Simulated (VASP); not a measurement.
Input of a VASP 6.6.1 run:

Contents of POSCAR:

```
SbW2
1.0
    0.0000000000      3.1330100000      3.1330100000
    3.1330100000      0.0000000000      3.1330100000
    3.1330100000      3.1330100000      0.0000000000
Sb W
1 2
Direct
    0.5000000000      0.5000000000      0.5000000000
    0.2500000000      0.2500000000      0.2500000000
    0.7500000000      0.7500000000      0.7500000000
```

Contents of INCAR.step1:

```
ALGO = Normal ; EDIFF = 1E-6
ENCUT = 600 ; GGA = PE
ISIF = 2 ; ISMEAR = -1
LASPH = True ; LCHARG = True
LMAXMIX = 4 ; LREAL = False
LWAVE = False ; NBANDS = 16
NELM = 80 ; PREC = Accurate
SIGMA = 0.05
```

Contents of KPOINTS.step1:

```
k-points
0
Gamma
  7 7 7
```

INCAR.step2

```
ALGO = Normal ; EDIFF = 1E-6
ENCUT = 600 ; GGA = PE
ICHARG = 11 ; ISIF = 2
ISMEAR = 0 ; LASPH = True
LCHARG = False ; LMAXMIX = 4
LREAL = False ; LWAVE = False
NBANDS = 16 ; NELM = 80
PREC = Accurate ; SIGMA = 0.05
```

The input KPOINTS.step2:

```
path GXWKGLUWLK,UX
15
line-mode
reciprocal
 0.0000000000  0.0000000000  0.0000000000  G
 0.5000000000  0.0000000000  0.5000000000  X

 0.5000000000  0.0000000000  0.5000000000  X
 0.5000000000  0.2500000000  0.7500000000  W

 0.5000000000  0.2500000000  0.7500000000  W
 0.3750000000  0.3750000000  0.7500000000  K

 0.3750000000  0.3750000000  0.7500000000  K
 0.0000000000  0.0000000000  0.0000000000  G

 0.0000000000  0.0000000000  0.0000000000  G
 0.5000000000  0.5000000000  0.5000000000  L

 0.5000000000  0.5000000000  0.5000000000  L
 0.6250000000  0.2500000000  0.6250000000  U

 0.6250000000  0.2500000000  0.6250000000  U
 0.5000000000  0.2500000000  0.7500000000  W

 0.5000000000  0.2500000000  0.7500000000  W
 0.5000000000  0.5000000000  0.5000000000  L

 0.5000000000  0.5000000000  0.5000000000  L
 0.3750000000  0.3750000000  0.7500000000  K

 0.6250000000  0.2500000000  0.6250000000  U
 0.5000000000  0.0000000000  0.5000000000  X
```

Potentials or basis: VASP PAW PBE potentials, release 54 (Sb, W).

Run with:

```bash
$ cat potpaw_PBE.54/Sb/POTCAR potpaw_PBE.54/W/POTCAR > POTCAR
$ cp INCAR.step1 INCAR
$ cp KPOINTS.step1 KPOINTS
$ mpirun -np 1 vasp_std > vasp.out
$ cp INCAR.step2 INCAR
$ cp KPOINTS.step2 KPOINTS
$ mpirun -np 1 vasp_std > vasp.out
```

Problem. Predict the band gap along the path.

Solution. None (metal or under the smearing width).

Levels at the corners of the path, in eV from the Fermi level:
```tsv
point	band 6	band 7	band 8	band 9	band 10	band 11	band 12	band 13
Γ	-3.02	0.89	1.63	1.63	1.63	3.49	3.49	4.56
X	-2.74	-2.48	0.07	0.07	0.40	0.40	1.77	3.32
X	-2.74	-2.48	0.07	0.07	0.40	0.40	1.77	3.32
W	-1.89	-1.89	-0.31	-0.31	0.23	0.69	0.95	3.45
W	-1.89	-1.89	-0.31	-0.31	0.23	0.69	0.95	3.45
K	-2.05	-1.78	-0.27	-0.05	0.27	0.41	1.12	3.46
K	-2.05	-1.78	-0.27	-0.05	0.27	0.41	1.12	3.46
Γ	-3.02	0.89	1.63	1.63	1.63	3.49	3.49	4.56
Γ	-3.02	0.89	1.63	1.63	1.63	3.49	3.49	4.56
L	-1.44	-0.90	-0.81	-0.48	-0.48	-0.32	-0.32	4.36
L	-1.44	-0.90	-0.81	-0.48	-0.48	-0.32	-0.32	4.36
U	-2.05	-1.78	-0.27	-0.05	0.27	0.41	1.12	3.46
U	-2.05	-1.78	-0.27	-0.05	0.27	0.41	1.12	3.46
W	-1.89	-1.89	-0.31	-0.31	0.23	0.69	0.95	3.45
W	-1.89	-1.89	-0.31	-0.31	0.23	0.69	0.95	3.45
L	-1.44	-0.90	-0.81	-0.48	-0.48	-0.32	-0.32	4.36
L	-1.44	-0.90	-0.81	-0.48	-0.48	-0.32	-0.32	4.36
K	-2.05	-1.78	-0.27	-0.05	0.27	0.41	1.12	3.46
U	-2.05	-1.78	-0.27	-0.05	0.27	0.41	1.12	3.46
X	-2.74	-2.48	0.07	0.07	0.40	0.40	1.77	3.32
```

Caveat: the log is that of the step along the path at fixed density, whose energy, stress, charges and moments have no meaning; spin-orbit coupling is left out, which moves the levels of the heavy elements.
